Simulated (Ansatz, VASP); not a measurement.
# Hf (Hafnium): VASP beside Ansatz

Aim: how closely do two programs agree when they are given the same cell, functional and k mesh? The cell is taken from a series of runs on this material, whose earlier steps may have relaxed, scaled, displaced or heated it; both programs get it as it stands.

Method: plane waves, with VASP 6.6.1 beside it; zone-centre phonons at LDA, in Ansatz 0.2.0.

### Step 1. Starting point

It takes space group P6_3/mmc (No. 194, hexagonal). The conventional cell has a = 3.098 Å, b = 3.098 Å, c = 4.911 Å, α = 90.00°, β = 90.00°, γ = 120.00°. Nearest to Hf lie 12 Hf at 3.04 to 3.10 Å.

### Step 2. Ansatz: zone-centre phonons, LDA

Ansatz runs on its PAW soft_1 files.

Second derivatives magnify differences that forces hide, and they need a tight electronic threshold.

Input file input.yaml:

```yaml
crystal:
  lattice:
    - [3.0981170447, 0.0, 0.0]
    - [-1.5490585224, 2.6830480646, 0.0]
    - [0.0, 0.0, 4.9111935074]
  atoms:
    - { symbol: Hf, position: [0.3333333333, 0.6666666667, 0.25] }
    - { symbol: Hf, position: [0.6666666667, 0.3333333333, 0.75] }
kpoints:
  mp_grid: { grid: [15, 15, 8] }
hamiltonian:
  xc: lda
  pseudopotentials: { kind: paw, azcp: { folder: soft_1 }, xc_functional: pbe }
scf:
  occupations: { method: methfessel_paxton, width: 0.2 }
output:
  eigenvalues: true
phonons:
  method: dfpt
```

On the command line:

```sh
$ ansatz run input.yaml --threads 4 --pin off --max-ram 10240MiB --backend cpu --events-out ev --progress --plain --runs-dir out
```

Numbers of over 12 decimals in the logs are rounded to 6 here.

Log:

```text
zone centre: on kpoints.mp_grid the ground state, and the responses unless they are solved on pairs of k-points, stand on 320 of the mesh's 1800 k-points, reduced under 4 symmetry operations, with k and −k counted as one. Each operation leaves every solved displacement unchanged or reverses it
Engine: ansatz 0.2.0, x86_64-unknown-linux-gnu
Pseudopotentials: kind: paw
Pseudopotential: Hf, paw, valence charge 26, recommended cutoff 420 eV (normal), soft_1/Hf.paw.azcp
Functional definition: SPW92
  exchange = slater_x
  correlation = pw_c
Crystal: 2 atoms, lattice volume = 40.824 Å³
Basis set: ecut = 420 eV, 773 PW (Γ), exchange–correlation on 48×48×72 points (8 copies of the dense FFT grid, shifted against one another)
Bands: 32, of which v1, the nominal top of the filled ones, is band 26 counted from 1 (25 counted from 0)
Symmetry: 24 space group operations
k-points: 320 of 1800 (irreducible under 4 space group operations, time reversal used)
Non-local potential: Hf, projectors of the file, l = 0: 3, l = 1: 2, l = 2: 2, l = 3: 3
PAW form: soft (Blöchl's): semilocal exchange-correlation on the pseudo side does not see the compensation charge
PAW frozen core: Hf, regenerated for the run's functional, and the local potential with it (the file was generated under x = pbe(κ = 0.804, μ = 0.219515), c = pbe(β = 0.066725))
PAW one-centre angular grid: Hf, 590 points (default); XC on 64 Gauss nodes
Initial density: superposition of atomic densities (chi_scale 0.1, normalization cell)
Initial wavefunctions: pseudopotential atomic-orbital guess
Functional: x = slater, c = lda
SCF iter   1: F=—  HF=-30955.196435 eV  |F-HF|=—  |Δ(HF+E_count)|=         —  Δρ=3.44e-2  dr2=5.57e-1  ethr=3.10e-3  ⟨swp⟩=5.1  Hψ=34599  notcnv=0
preconditioner: auto → Kerker (q_TF=auto, 2.841 Å⁻¹)  [metal: Δε(μ)=0.022 eV  Ē_g=16.999 eV  σ=0.200 eV  W_gap=0.09  n_scr=22 (ndim 8)  ℏωp=40.3 eV  f_vac=0.000  D(μ)=1.33/eV (n_scr^D=8)]
SCF iter   2: F=—  HF=-30955.066092 eV  |F-HF|=—  |Δ(HF+E_count)|=   1.30e-1  S|Δr|=    0.00e0  Δρ=2.12e-2  dr2=2.12e-1  ethr=1.07e-3  ⟨swp⟩=2.4  Hψ=19354  notcnv=0  defer=27
SCF iter   3: F=—  HF=-30955.015788 eV  |F-HF|=—  |Δ(HF+E_count)|=   5.03e-2  S|Δr|=    0.00e0  Δρ=8.48e-3  dr2=3.34e-2  ethr=4.08e-4  ⟨swp⟩=2.0  Hψ=15996  notcnv=0  defer=43
SCF iter   4: F=—  HF=-30954.977621 eV  |F-HF|=—  |Δ(HF+E_count)|=   3.82e-2  S|Δr|=    0.00e0  Δρ=3.13e-3  dr2=1.94e-3  ethr=6.42e-5  ⟨swp⟩=2.0  Hψ=18432  notcnv=0  defer=43
SCF iter   5: F=—  HF=-30954.978530 eV  |F-HF|=—  |Δ(HF+E_count)|=   9.09e-4  S|Δr|=    0.00e0  Δρ=5.87e-4  dr2=1.22e-4  ethr=3.74e-6  ⟨swp⟩=2.5  Hψ=16012  notcnv=0  defer=43
SCF iter   6: F=—  HF=-30954.978645 eV  |F-HF|=—  |Δ(HF+E_count)|=   1.16e-4  S|Δr|=    0.00e0  Δρ=1.30e-4  dr2=5.63e-6  ethr=2.35e-7  ⟨swp⟩=2.0  Hψ=18429  notcnv=0  defer=43
SCF iter   7: F=—  HF=-30954.978651 eV  |F-HF|=—  |Δ(HF+E_count)|=   5.89e-6  S|Δr|=    0.00e0  Δρ=2.73e-5  dr2=3.28e-7  ethr=1.08e-8  ⟨swp⟩=2.1  Hψ=18480  notcnv=0  defer=43
SCF iter   8: F=—  HF=-30954.978654 eV  |F-HF|=—  |Δ(HF+E_count)|=   2.23e-6  S|Δr|=    0.00e0  Δρ=5.20e-6  dr2=1.15e-8  ethr=6.30e-10  ⟨swp⟩=2.6  Hψ=18721  notcnv=0  defer=148
SCF iter   9: F=—  HF=-30954.978654 eV  |F-HF|=—  |Δ(HF+E_count)|=   4.95e-9  S|Δr|=    0.00e0  Δρ=8.76e-7  dr2=2.48e-10  ethr=2.22e-11  ⟨swp⟩=2.1  Hψ=17016  notcnv=0  defer=148
SCF iter  10: F=—  HF=-30954.978654 eV  |F-HF|=—  |Δ(HF+E_count)|=    0.00e0  S|Δr|=    0.00e0  Δρ=2.19e-7  dr2=1.34e-11  ethr=1.00e-12  ⟨swp⟩=2.6  Hψ=17906  notcnv=0  defer=148
SCF iter  11: F=-30954.978654 eV  HF=-30954.978654 eV  |F-HF|=3.64e-12  |Δ(HF+E_count)|=  3.64e-12  S|Δr|=    0.00e0  Δρ=4.89e-8  dr2=4.51e-13  ethr=1.00e-12  ⟨swp⟩=9.9  Hψ=57070  notcnv=0
SCF 1 converged in 11 iterations: F = -30954.978654 eV  dr2 = 4.51e-13
  greatest PAW one-centre occupation: 0.998 electrons in one spin orbital (limit 2), on the Hf atom at site 1 (counted from 0), in its partial waves of l = 3
DFPT response loops at Γ: preconditioner auto → Kerker (q_TF=auto, 2.841 Å⁻¹) (partly filled bands, converged f_vac=0.000); β = 1.00, the filter's whole step (`scf.mixing.beta` (0.50) is not read by the response loops under this deck's `scf.mixing.preconditioner`; to damp them name `kerker` or `kerker_dos`, under which they read `scf.mixing.beta`, and type it under 1.00, their step now; both keys bind the ground state too); Broyden in place of MSR1
SCF converged after 11 iterations
Stability not checked: this state was not tested for a lower state beside it, because cold or Methfessel-Paxton smearing, or corrected tetrahedra, fill the levels in a way that the test cannot read (fill_not_monotonic; see scf.lower_state_search)
Free energy (F): -30954.978654 eV
Harris-Foulkes:  -30954.978654 eV  (|F-HF|=3.64e-12)
Internal energy: -30954.981531 eV  (E = F + TS)
E sigma→0 (E₀):  -30954.979373 eV
Entropy (-TS):   0.002878 eV (1.439 meV/atom)
Fermi energy:    19.756182 eV
Step filling:    the computed levels leave a gap of 0.0000 eV = 0.0 smearing widths at the electron count; against every level under it full and every level over it empty, smearing changes F+E_penalty+E_count by +1.119 meV and its σ→0 estimate by +0.400 meV
--- Per-component energies (eV) ---
  E_band       = 70.843962
  E_kinetic    = 826.807823
  E_local      = -12156.480415  (includes V_loc(G=0)·N_el)
  E_nonlocal   = 142.786013
  E_hartree    = 5952.265637
  E_xc         = -531.661602
  E_vxc        = -513.570010  (∫ρ·V_xc dr)
  E_paw        = -14907.876210  (= ΣΔE_a)
  E_vpaw       = -133.230922  (= ΣTr[D̂ρ^β])
  E_aug_tail   = 0.000215  (compensation charges beyond the density's cutoff)
  E_ewald      = -10285.737167
  E_core_change = 4.914176  (= ΣΔE_core)
  E_smearing   = 0.002878  (= −TS)
  E_closure    = 0.000000  (closes the sum)
  Σ components = -30954.978654   (vs F -30954.978654, Δ=0.00e0)
--- Band table (eV; the first three rows and the last of 320) ---
  k-point 0: bands = [... 22 lower, 12.0780, 15.7141, 20.8438, 20.8541, 20.8541, 21.1451, 21.7658, 21.7658, ... 2 higher]
  k-point 1: bands = [... 22 lower, 12.2390, 15.6674, 20.5733, 20.7629, 20.7629, 21.0108, 21.6333, 21.6333, ... 2 higher]
  k-point 2: bands = [... 22 lower, 12.7015, 15.4615, 20.0491, 20.6320, 20.6320, 20.6551, 21.3232, 21.3232, ... 2 higher]
  k-point 319: bands = [... 22 lower, 16.6782, 16.6782, 18.9089, 18.9089, 19.7224, 19.7224, 22.0230, 22.0230, ... 2 higher]
--- Phonons (Γ-DFPT): 2 representative perturbations + reference, on 320 of 1800 k-points (Σ response iterations 6) ---
  k mesh reduced under 4 symmetry operations, with k and −k counted as one. Each operation leaves every solved displacement unchanged or reverses it
  ASR residual: 3.224e-5 → 0.000e0 eV/Å²; symmetrization residual: 1.449e-9 eV/Å²
  ASR residual per site (eV/Å²): 3.22e-5 3.22e-5
  Γ frequencies (cm⁻¹): 0.00 0.00 0.00 71.15 71.15 120.70
  non-analytic LO–TO correction: not included (Born effective charges unavailable; polar crystals: no LO–TO splitting at Γ)
```

The column dr2 measures how far the density is from self-consistency, as an energy; F and HF (Harris–Foulkes) agree once it is small.

### Step 3. VASP: zone-centre phonons, LDA

The same cell, functional (in two slightly different forms), mesh and smearing now go to VASP, with its own data sets.

Lines of VASP's logs that name or quote its potential files are left out, and so is its time.

Input file INCAR:

```
SYSTEM = Hf
PREC = Accurate
ENCUT = 500
EDIFF = 1E-08
NELM = 120
ISMEAR = 1
SIGMA = 0.2
LREAL = .FALSE.
ALGO = Normal
GGA = PW92
NBANDS = 16
LASPH = .TRUE.
LORBIT = 11
LWAVE = .FALSE.
LCHARG = .FALSE.
ISIF = 2
IBRION = 8
GGA_COMPAT = .FALSE.
KPAR = 2
```

Input file POSCAR:

```
Hf
1.0
    3.0981170447      0.0000000000      0.0000000000
   -1.5490585224      2.6830480646      0.0000000000
    0.0000000000      0.0000000000      4.9111935074
Hf
2
Direct
    0.3333333334      0.6666666668      0.2500000000
    0.6666666668      0.3333333334      0.7500000000
```

Input file KPOINTS:

```
Automatic mesh
0
Gamma
15 15 8
0 0 0
```

Potentials, in the order of the species: Hf_pv (LDA family, release 64).

On the command line:

```sh
$ mpirun -np 2 vasp_std
```

Log:

```text
[banner, memory and clock lines left out]
running    2 mpi-ranks, on    1 nodes
 distrk:  each k-point on    1 cores,    2 groups
 distr:  one band on    1 cores,    1 groups

 POSCAR found type information on POSCAR Hf
 POSCAR found :  1 types and       2 ions
|                                                                             |
|               ----> ADVICE to this user running VASP <----                  |
|                                                                             |
|     You enforced a specific xc type in the INCAR file but a different       |
|     [... a line on the potential file left out ...]
|     I HOPE YOU KNOW WHAT YOU ARE DOING!                                     |
|                                                                             |

 LDA part: xc-table for (Slater(with rela. corr.)+PW92), standard interpolation
 POSCAR, INCAR and KPOINTS ok, starting setup
 FFT: planning ... GRIDC
 FFT: planning ... GRID_SOFT
 FFT: planning ... GRID
 WAVECAR not read
 entering main loop
       N       E                     dE             d eps       ncg     rms          rms(c)
DAV:   1     0.460232758990E+02    0.46023E+02   -0.11370E+04  4336   0.116E+03
DAV:   2    -0.205294993994E+02   -0.66553E+02   -0.65090E+02  5744   0.249E+02
DAV:   3    -0.220287108541E+02   -0.14992E+01   -0.14912E+01  5576   0.261E+01
DAV:   4    -0.220390413873E+02   -0.10331E-01   -0.10329E-01  5400   0.262E+00
DAV:   5    -0.220391545920E+02   -0.11320E-03   -0.11320E-03  5584   0.229E-01    0.692E+01
DAV:   6    -0.215472453458E+02    0.49191E+00   -0.41364E-01  5200   0.431E+00    0.408E+01
DAV:   7    -0.213698978077E+02    0.17735E+00   -0.66396E-01  5312   0.527E+00    0.188E+00
DAV:   8    -0.213618833243E+02    0.80145E-02   -0.40237E-02  4920   0.142E+00    0.336E-01
DAV:   9    -0.213619601411E+02   -0.76817E-04   -0.88244E-04  5848   0.216E-01    0.173E-01
DAV:  10    -0.213619577006E+02    0.24405E-05   -0.44694E-05  5024   0.485E-02    0.208E-01
DAV:  11    -0.213619542747E+02    0.34259E-05   -0.48678E-06  5720   0.149E-02    0.121E-02
DAV:  12    -0.213619542440E+02    0.30670E-07   -0.44086E-07  5136   0.460E-03    0.686E-03
DAV:  13    -0.213619542322E+02    0.11826E-07   -0.23544E-08  4344   0.115E-03    0.949E-04
DAV:  14    -0.213619542327E+02   -0.57048E-09   -0.17061E-09  2904   0.349E-04
   1 F= -.21361954E+02 E0= -.21362825E+02  d E =0.261261E-02
 Linear response reoptimize wavefunctions to high precision
DAV:   1    -0.213619542326E+02    0.13415E-09   -0.28559E-10  3240   0.133E-04
DAV:   2    -0.213619542327E+02   -0.37517E-10   -0.52549E-11  2672   0.565E-05
 Linear response DOF=           2
 Linear response progress:
  Degree of freedom:   1/  2
       N       E                     dE             d eps       ncg     rms          rms(c)
RMM:   1    -0.196828288971E+00   -0.19683E+00    0.46424E+00 18683   0.118E+01
RMM:   2    -0.201264152413E+00   -0.44359E-02   -0.37697E-02 27644   0.120E+00    0.610E-01
RMM:   3    -0.200550474356E+00    0.71368E-03   -0.41868E-03 34935   0.252E-01    0.127E-01
RMM:   4    -0.200214777958E+00    0.33570E-03   -0.45531E-04 41082   0.861E-02    0.195E-01
RMM:   5    -0.199833174667E+00    0.38160E-03   -0.42618E-05 37841   0.358E-02    0.169E-02
RMM:   6    -0.199758357129E+00    0.74818E-04   -0.19981E-05 42588   0.130E-02    0.299E-02
RMM:   7    -0.199767526023E+00   -0.91689E-05   -0.21683E-05 38185   0.646E-03    0.418E-02
RMM:   8    -0.199757177125E+00    0.10349E-04    0.25827E-06 38870   0.270E-03    0.130E-02
RMM:   9    -0.199755855889E+00    0.13212E-05   -0.70472E-06 41790   0.971E-04    0.568E-03
RMM:  10    -0.199756123415E+00   -0.26753E-06   -0.33617E-06 42308   0.349E-04    0.117E-03
RMM:  11    -0.199755778631E+00    0.34478E-06   -0.20120E-06 40879   0.245E-04    0.587E-04
RMM:  12    -0.199755778068E+00    0.56271E-09   -0.10499E-06 40867   0.979E-05    0.279E-05
RMM:  13    -0.199755816412E+00   -0.38344E-07   -0.66346E-07 40644   0.512E-05    0.964E-05
RMM:  14    -0.199755825364E+00   -0.89516E-08   -0.32131E-07 36506   0.356E-05    0.579E-06
RMM:  15    -0.199755835926E+00   -0.10562E-07   -0.19982E-07 34205   0.290E-05    0.241E-05
RMM:  16    -0.199755839522E+00   -0.35961E-08   -0.11927E-07 27212   0.253E-05    0.752E-06
RMM:  17    -0.199755843577E+00   -0.40555E-08   -0.81196E-08 26877   0.237E-05    0.757E-07
 first order change of Fermi-energy  -0.42169E-05
 force on displaced ion       1 direction 1 :  -1.614  -0.000   0.000
 Linear response progress:
  Degree of freedom:   2/  2
       N       E                     dE             d eps       ncg     rms          rms(c)
RMM:   1    -0.240449188175E+00   -0.24045E+00    0.49590E+00  6458   0.122E+01
RMM:   2    -0.250160358208E+00   -0.97112E-02   -0.43805E-02  9542   0.124E+00    0.763E-01
RMM:   3    -0.249431299976E+00    0.72906E-03   -0.32595E-03 11049   0.278E-01    0.220E-01
RMM:   4    -0.249269356116E+00    0.16194E-03   -0.26640E-04 13170   0.935E-02    0.207E-01
RMM:   5    -0.249027246719E+00    0.24211E-03    0.50053E-05 13005   0.421E-02    0.493E-02
RMM:   6    -0.248956604739E+00    0.70642E-04    0.43052E-05 11178   0.177E-02    0.428E-02
RMM:   7    -0.248984428491E+00   -0.27824E-04   -0.50579E-05 12371   0.639E-03    0.140E-02
RMM:   8    -0.248982402375E+00    0.20261E-05    0.13892E-05 13288   0.295E-03    0.240E-03
RMM:   9    -0.248976536901E+00    0.58655E-05    0.58609E-06 13522   0.146E-03    0.139E-03
RMM:  10    -0.248976235235E+00    0.30167E-06    0.32456E-06 12820   0.513E-04    0.442E-04
RMM:  11    -0.248976333321E+00   -0.98085E-07    0.77655E-07 13256   0.220E-04    0.880E-05
RMM:  12    -0.248976151396E+00    0.18192E-06    0.18003E-06 13885   0.901E-05    0.513E-05
RMM:  13    -0.248976303072E+00   -0.15168E-06   -0.46918E-07 13242   0.549E-05    0.235E-05
RMM:  14    -0.248976208830E+00    0.94242E-07    0.34832E-07 13922   0.395E-05    0.650E-06
RMM:  15    -0.248976262855E+00   -0.54025E-07   -0.47669E-07 12854   0.311E-05    0.445E-06
RMM:  16    -0.248976179254E+00    0.83601E-07    0.22967E-07 11130   0.278E-05    0.778E-07
RMM:  17    -0.248976202034E+00   -0.22781E-07   -0.55367E-08  8218   0.260E-05    0.509E-07
RMM:  18    -0.248976183431E+00    0.18603E-07    0.97294E-08  7835   0.252E-05    0.645E-07
RMM:  19    -0.248976185541E+00   -0.21095E-08    0.51693E-08  7157   0.248E-05    0.362E-07
 first order change of Fermi-energy  -0.15660E-03
 force on displaced ion       1 direction 3 :   0.000   0.000  -4.771
 Linear response finished
```

(Part 1 of 2 ends here.)

[Lines on the potential files, build, host, timing and source positions are cut from VASP's logs without a mark.]

[Logs are printed without paths, hosts, clocks, repeated set-up lines and the standing remarks that a program may print on its own settings, such as how far it seeks lower states.]

[Hosts, paths, dates, database ids (printed as entryN), source tags and the programs' standing remarks are cut or masked in the printed files.]
